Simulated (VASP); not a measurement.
Method: PBEsol GGA, VASP's PBE PAW potentials (set 64) (plane waves; VASP).

A VASP calculation is set up with these files.

File POSCAR:
```
CdSe
1
    2.1302200000    -3.6896490000     0.0000000000
    2.1302200000     3.6896490000     0.0000000000
    0.0000000000     0.0000000000     6.9455080000
Cd Se
2 2
Direct
  0.6666670000   0.3333330000   0.5000000000
  0.3333330000   0.6666670000   0.0000000000
  0.6666670000   0.3333330000   0.8760000000
  0.3333330000   0.6666670000   0.3760000000
```

**KPOINTS**
```
Automatic mesh
0
Gamma
  5 5 3
```

**INCAR**
```
ALGO = Normal
EDIFF = 1E-6
ENCUT = 300
GGA = PS
ISIF = 2
ISMEAR = -1
LASPH = .TRUE.
LCHARG = .FALSE.
LMAXMIX = 4
LREAL = .FALSE.
LWAVE = .FALSE.
NELM = 100
PREC = Accurate
SIGMA = 0.01
SYSTEM = CdSe
```

POTCAR, in this order: Cd Se (PBE.64 set). Program: vasp_std.

The resulting files:

### OSZICAR
```
       N       E                     dE             d eps       ncg     rms          rms(c)
DAV:   1     0.165630542222E+03    0.16563E+03   -0.13132E+04   456   0.959E+02
DAV:   2    -0.548549621248E+01   -0.17112E+03   -0.16807E+03   494   0.275E+02
DAV:   3    -0.130145170803E+02   -0.75290E+01   -0.75090E+01   512   0.589E+01
DAV:   4    -0.130680913041E+02   -0.53574E-01   -0.53561E-01   494   0.476E+00
DAV:   5    -0.130685641566E+02   -0.47285E-03   -0.47281E-03   536   0.413E-01    0.966E+00
DAV:   6    -0.123522647105E+02    0.71630E+00   -0.16483E+00   524   0.137E+01    0.746E+00
DAV:   7    -0.123120008764E+02    0.40264E-01   -0.63785E-01   500   0.449E+00    0.272E+00
DAV:   8    -0.123048480709E+02    0.71528E-02   -0.87911E-02   464   0.320E+00    0.405E-01
DAV:   9    -0.123042667253E+02    0.58135E-03   -0.11489E-02   500   0.136E+00    0.139E-01
DAV:  10    -0.123042237923E+02    0.42933E-04   -0.96889E-04   512   0.377E-01    0.619E-02
DAV:  11    -0.123042849838E+02   -0.61191E-04   -0.17039E-04   482   0.948E-02    0.176E-02
DAV:  12    -0.123042781889E+02    0.67949E-05   -0.81494E-05   574   0.971E-02    0.930E-03
DAV:  13    -0.123042790108E+02   -0.82191E-06   -0.10948E-05   476   0.335E-02    0.346E-03
DAV:  14    -0.123042791017E+02   -0.90909E-07   -0.66837E-07   322   0.405E-03
   1 F= -.12304279E+02 E0= -.12304279E+02  d E =-.171492E-11
```

File OUTCAR:
```
------------------------ aborting loop because EDIFF is reached ----------------------------------------
  FORCE on cell =-STRESS in cart. coord.  units (eV):
  Direction    XX          YY          ZZ          XY          YZ          ZX
  --------------------------------------------------------------------------------------
  Total        1.4114721      1.4114719      1.3939651      0.0000000     -0.0000000      0.0000000
  in kB       20.7128260     20.7128230     20.4559180      0.0000000     -0.0000000      0.0000000
  external PRESSURE =      20.6271890 kB  Pullay stress =       0.0000000 kB
  volume of cell :      109.18
      direct lattice vectors                 reciprocal lattice vectors
     2.130220000 -3.689649000  0.000000000     0.234717541 -0.135514245  0.000000000
     2.130220000  3.689649000  0.000000000     0.234717541  0.135514245  0.000000000
     0.000000000  0.000000000  6.945508000     0.000000000  0.000000000  0.143977949
  FREE ENERGIE OF THE ION-ELECTRON SYSTEM (eV)
  ---------------------------------------------------
  free  energy   TOTEN  =       -12.3042791017 eV

  energy  without entropy=      -12.3042791017  energy(sigma->0) =      -12.30427910
```
(Selected blocks of OUTCAR.)

At this cut-off the stress carries a Pulay error, which pulls relaxed volumes low.

The structure is a typed CdSe crystal (P6_3mc). The cell was not relaxed at this level.
